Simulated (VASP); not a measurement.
```
CELL_PARAMETERS angstrom
     -1.74500     1.74500     1.74500
      1.74500    -1.74500     1.74500
      1.74500     1.74500    -1.74500
ATOMIC_POSITIONS crystal
  Li 0.00000 0.00000 0.00000
```

Method: rev-vdW-DF2, VASP's PBE PAW potentials (set 64) (plane waves; VASP). Numerical set-up: 520 eV cut-off, 13×13×13 Γ-centred mesh, first-order Methfessel-Paxton smearing of 0.10 eV, potentials Li_sv.

Energy and stress use the plane-wave basis of the starting cell.

Q: The ions, cell shape and volume are relaxed. What does this cell relax into?

A: 
```
CELL_PARAMETERS angstrom
     -1.71362     1.71362     1.71362
      1.71362    -1.71362     1.71362
      1.71362     1.71362    -1.71362
ATOMIC_POSITIONS crystal
  Li 0.00000 0.00000 0.00000
```
Space group Im-3m (229), at a tolerance of 0.03 Å.

Q: How do energy and volume change from the first to the last step?

A: The energy (σ→0) changes by -2.6 meV/atom and the volume by -5.3 %, in 3 ionic steps.

The compound is Li in the bcc structure. This run relaxes it. Symmetry was kept, so distortions that lower it aren't found.
